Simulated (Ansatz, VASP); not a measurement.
# Cross-check of TaAg2 between VASP and Ansatz, part 2 of 2

Aim: how closely do two programs agree when they are given the same cell, functional and k mesh? The cell is generated by rule, not measured, and may not be a known phase. The cell is taken from a series of runs on this material, whose earlier steps may have relaxed, scaled, displaced or heated it; both programs get it as it stands.

VASP 6.6.1 and Ansatz 0.2.0.

So far: Set-up; VASP: zone-centre phonons, PBEsol.

The structure was built from a prototype and need not be the compound's stable phase.

### Step 3. Ansatz: zone-centre phonons, PBEsol

Level of this step: Ansatz beside VASP: Kohn-Sham DFT, plane waves, PBEsol (Ansatz).

Ansatz runs on its default PAW (the set named soft_2) files.

The same cell, functional, mesh and smearing now go to Ansatz, which takes its cutoff from its data sets.

File input.yaml:

```yaml
crystal:
  lattice:
    - [4.6240874782, 0.0, 0.0]
    - [-2.3120437391, 4.0045772254, 0.0]
    - [0.0, 0.0, 2.6908240559]
  atoms:
    - { symbol: Ta, position: [0.0, 0.0, 0.0] }
    - { symbol: Ag, position: [0.3333333333, 0.6666666667, 0.5] }
    - { symbol: Ag, position: [0.6666666667, 0.3333333333, 0.5] }
kpoints:
  mp_grid: { grid: [12, 12, 16] }
hamiltonian:
  xc: pbesol
scf:
  occupations: { method: methfessel_paxton, width: 0.2 }
output:
  eigenvalues: true
phonons:
  method: dfpt
```

Command:

```bash
$ ansatz run input.yaml --threads 8 --pin off --max-ram 14336MiB --backend cpu --events-out ev --progress --plain --runs-dir out
```

Numbers of over 12 decimals in the logs are rounded to 6 here.

The program printed:

```text
zone centre: on kpoints.mp_grid the ground state, and the responses unless they are solved on pairs of k-points, stand on 387 of the mesh's 2304 k-points, reduced under 4 symmetry operations, with k and −k counted as one. Each operation leaves every solved displacement unchanged or reverses it
Engine: ansatz 0.2.0, x86_64-unknown-linux-gnu
Pseudopotentials: kind: paw
Pseudopotential: Ta, paw, valence charge 13, recommended cutoff 420 eV (normal), Ta.paw.azcp
Pseudopotential: Ag, paw, valence charge 19, recommended cutoff 420 eV (normal), Ag.paw.azcp
Functional definition: PBEsol
  exchange = pbesol_x
  correlation = pbesol_c
Crystal: 3 atoms, lattice volume = 49.827 Å³
Basis set: ecut = 420 eV, 951 PW (Γ), exchange–correlation on 64×64×36 points (8 copies of the dense FFT grid, shifted against one another)
Bands: 31, of which v1, the nominal top of the filled ones, is band 26 counted from 1 (25 counted from 0)
Symmetry: 24 space group operations
k-points: 387 of 2304 (irreducible under 4 space group operations, time reversal used)
Non-local potential: Ta, projectors of the file, l = 0: 3, l = 1: 2, l = 2: 2, l = 3: 1
Non-local potential: Ag, projectors of the file, l = 0: 3, l = 1: 2, l = 2: 2, l = 3: 1
PAW form: soft (Blöchl's): semilocal exchange-correlation on the pseudo side does not see the compensation charge
PAW frozen core: Ta, regenerated for the run's functional, and the local potential with it (the file was generated under x = pbe(κ = 0.804, μ = 0.219515), c = pbe(β = 0.066725))
PAW frozen core: Ag, regenerated for the run's functional, and the local potential with it (the file was generated under x = pbe(κ = 0.804, μ = 0.219515), c = pbe(β = 0.066725))
PAW one-centre angular grid: Ta, 590 points (default); XC on 64 Gauss nodes
PAW one-centre angular grid: Ag, 590 points (default); XC on 64 Gauss nodes
Initial density: superposition of atomic densities (neutral atoms: chi_scale 0, normalization atom), corrected by the library's trained network
Initial wavefunctions: pseudopotential atomic-orbital guess
Functional: x = pbesol(κ = 0.804, μ = 0.123457), c = pbesol(β = 0.046)
SCF iter   1: F=—  HF=-24850.199243 eV  |F-HF|=—  |Δ(HF+E_count)|=         —  Δρ=1.01e-2  dr2=4.59e-2  ethr=1.77e-3  ⟨swp⟩=4.5  Hψ=38805  notcnv=0
preconditioner: auto → Kerker (q_TF=auto, 2.739 Å⁻¹)  [metal: Δε(μ)=0.037 eV  Ē_g=8.040 eV  σ=0.200 eV  W_gap=0.16  n_scr=14 (ndim 8)  ℏωp=27.3 eV  f_vac=0.000  D(μ)=0.63/eV (n_scr^D=0)]
SCF iter   2: F=—  HF=-24850.189792 eV  |F-HF|=—  |Δ(HF+E_count)|=   9.45e-3  S|Δr|=    0.00e0  Δρ=4.30e-3  dr2=1.15e-2  ethr=9.01e-5  ⟨swp⟩=2.6  Hψ=21300  notcnv=0
SCF iter   3: F=—  HF=-24850.186934 eV  |F-HF|=—  |Δ(HF+E_count)|=   2.86e-3  S|Δr|=    0.00e0  Δρ=1.72e-3  dr2=1.91e-3  ethr=2.25e-5  ⟨swp⟩=1.9  Hψ=12488  notcnv=0
SCF iter   4: F=—  HF=-24850.186387 eV  |F-HF|=—  |Δ(HF+E_count)|=   5.46e-4  S|Δr|=    0.00e0  Δρ=2.60e-4  dr2=3.07e-5  ethr=3.75e-6  ⟨swp⟩=2.5  Hψ=17444  notcnv=0
SCF iter   5: F=—  HF=-24850.186380 eV  |F-HF|=—  |Δ(HF+E_count)|=   7.09e-6  S|Δr|=    0.00e0  Δρ=5.61e-5  dr2=1.84e-6  ethr=6.03e-8  ⟨swp⟩=2.0  Hψ=17797  notcnv=0
SCF iter   6: F=—  HF=-24850.186377 eV  |F-HF|=—  |Δ(HF+E_count)|=   3.32e-6  S|Δr|=    0.00e0  Δρ=1.15e-5  dr2=6.05e-8  ethr=3.60e-9  ⟨swp⟩=2.2  Hψ=18187  notcnv=0
SCF iter   7: F=—  HF=-24850.186377 eV  |F-HF|=—  |Δ(HF+E_count)|=   1.19e-8  S|Δr|=    0.00e0  Δρ=2.76e-6  dr2=3.06e-9  ethr=1.19e-10  ⟨swp⟩=2.2  Hψ=16506  notcnv=0
SCF iter   8: F=—  HF=-24850.186377 eV  |F-HF|=—  |Δ(HF+E_count)|=  4.22e-10  S|Δr|=    0.00e0  Δρ=3.55e-7  dr2=7.17e-11  ethr=5.99e-12  ⟨swp⟩=2.0  Hψ=16775  notcnv=0
SCF iter   9: F=-24850.186377 eV  HF=-24850.186377 eV  |F-HF|=0.00e0  |Δ(HF+E_count)|=  3.64e-12  S|Δr|=    0.00e0  Δρ=9.56e-8  dr2=4.63e-12  ethr=1.00e-12  ⟨swp⟩=7.0  Hψ=51140  notcnv=0
SCF 1 converged in 9 iterations: F = -24850.186377 eV  dr2 = 4.63e-12
  greatest PAW one-centre occupation: 1.001 electrons in one spin orbital (limit 2), on the Ag atom at site 2 (counted from 0), in its partial waves of l = 0
DFPT response loops at Γ: preconditioner auto → Kerker (q_TF=auto, 2.739 Å⁻¹) (partly filled bands, converged f_vac=0.000); β = 1.00, the filter's whole step (`scf.mixing.beta` (0.50) is not read by the response loops under this deck's `scf.mixing.preconditioner`; to damp them name `kerker` or `kerker_dos`, under which they read `scf.mixing.beta`, and type it under 1.00, their step now; both keys bind the ground state too); Broyden in place of MSR1
SCF converged after 9 iterations
Stability not checked: this state was not tested for a lower state beside it, because cold or Methfessel-Paxton smearing, or corrected tetrahedra, fill the levels in a way that the test cannot read (fill_not_monotonic; see scf.lower_state_search)
Free energy (F): -24850.186377 eV
Harris-Foulkes:  -24850.186377 eV  (|F-HF|=0.00e0)
Internal energy: -24850.189287 eV  (E = F + TS)
E sigma→0 (E₀):  -24850.187104 eV
Entropy (-TS):   0.002910 eV (0.970 meV/atom)
Fermi energy:    19.467487 eV
--- Per-component energies (eV) ---
  E_band       = -533.105002
  E_kinetic    = 1419.624893
  E_local      = -5056.176308  (includes V_loc(G=0)·N_el)
  E_nonlocal   = 177.324943
  E_hartree    = 2265.508271
  E_xc         = -586.166325
  E_vxc        = -675.067988  (∫ρ·V_xc dr)
  E_paw        = -15936.792334  (= ΣΔE_a)
  E_vpaw       = -929.828041  (= ΣTr[D̂ρ^β])
  E_aug_tail   = 0.000777  (compensation charges beyond the density's cutoff)
  E_ewald      = -7134.372328
  E_core_change = 0.859125  (= ΣΔE_core)
  E_smearing   = 0.002910  (= −TS)
  E_closure    = -0.000000  (closes the sum)
  Σ components = -24850.186377   (vs F -24850.186377, Δ=0.00e0)
--- Band table (eV; the first three rows and the last of 387) ---
  k-point 0: bands = [... 22 lower, 15.3315, 16.7754, 17.2813, 17.2813, 23.1827, 23.1827, 23.4947, 24.2230, ... 1 higher]
  k-point 1: bands = [... 22 lower, 15.2790, 16.9701, 17.4665, 17.4665, 22.6418, 22.6418, 23.5292, 24.7415, ... 1 higher]
  k-point 2: bands = [... 22 lower, 15.1325, 17.5444, 17.9309, 17.9309, 21.8014, 21.8014, 23.6336, 25.5397, ... 1 higher]
  k-point 386: bands = [... 22 lower, 17.6051, 17.7187, 18.6513, 19.1301, 20.6563, 21.2766, 23.0411, 24.6136, ... 1 higher]
--- Phonons (Γ-DFPT): 4 representative perturbations + reference, on 387 of 2304 k-points (Σ response iterations 12) ---
  k mesh reduced under 4 symmetry operations, with k and −k counted as one. Each operation leaves every solved displacement unchanged or reverses it
  ASR residual: 1.159e-4 → 0.000e0 eV/Å²; symmetrization residual: 1.213e-5 eV/Å²
  ASR residual per site (eV/Å²): 6.22e-5 1.16e-4 1.16e-4
  Γ frequencies (cm⁻¹): 0.00 0.00 0.00 53.78 98.93 137.38 137.38 204.95 204.95
  non-analytic LO–TO correction: not included (Born effective charges unavailable; polar crystals: no LO–TO splitting at Γ)
```

### Step 4. Comparison

Known differences besides the potentials themselves: the data sets hold 51 valence electrons in Ansatz (on its default PAW (the set named soft_2) files) and 33 in VASP; the cutoff is 420 eV in Ansatz and 500 eV in VASP; Ansatz makes its cores anew for this functional, VASP keeps those of its PBE data sets. Total energies have different zeros and are not compared.

The two programs side by side:

| quantity | Ansatz | VASP | difference |
| --- | --- | --- | --- |
| optical mode 1 (cm⁻¹) | 53.8 | 53.5 | +0.43 % |
| optical mode 2 (cm⁻¹) | 98.9 | 98.5 | +0.42 % |
| optical mode 3 to 4 (cm⁻¹) | 137.4 | 137.2 | +0.15 % |
| optical mode 5 to 6 (cm⁻¹) | 204.9 | 203.8 | +0.57 % |

Modes are paired by rising frequency, not by their patterns, so a pair may set unlike modes beside each other; they are those without the splitting of longitudinal modes.

### Step 5. Results

| Property | Result |
| --- | --- |
| r.m.s. difference of the optical zone-centre modes, each program's sorted by frequency (zone-centre phonons, PBEsol) | 0.71 cm⁻¹ |
| difference in optical mode 5 to 6 (zone-centre phonons, PBEsol) | +0.6 % |

**Reading.** The r.m.s. difference of the optical zone-centre modes, each program's sorted by frequency is 0.71 cm⁻¹ (zone-centre phonons, PBEsol). The data sets hold unlike numbers of valence electrons (51 in Ansatz and 33 in VASP), so part of the differences comes from the potentials. Among the rows given in per cent, the largest difference of the zone-centre phonons, PBEsol pair is in optical mode 5 to 6, +0.6 %. How closely two codes agree says nothing of how well the functional describes the real material.

[Lines on the potential files, build, host, timing and source positions are cut from VASP's logs without a mark.]

[Logs are printed without paths, hosts, clocks, repeated set-up lines and the standing remarks that a program may print on its own settings, such as how far it seeks lower states.]

[Hosts, paths, dates, database ids (printed as entryN), source tags and the programs' standing remarks are cut or masked in the printed files.]
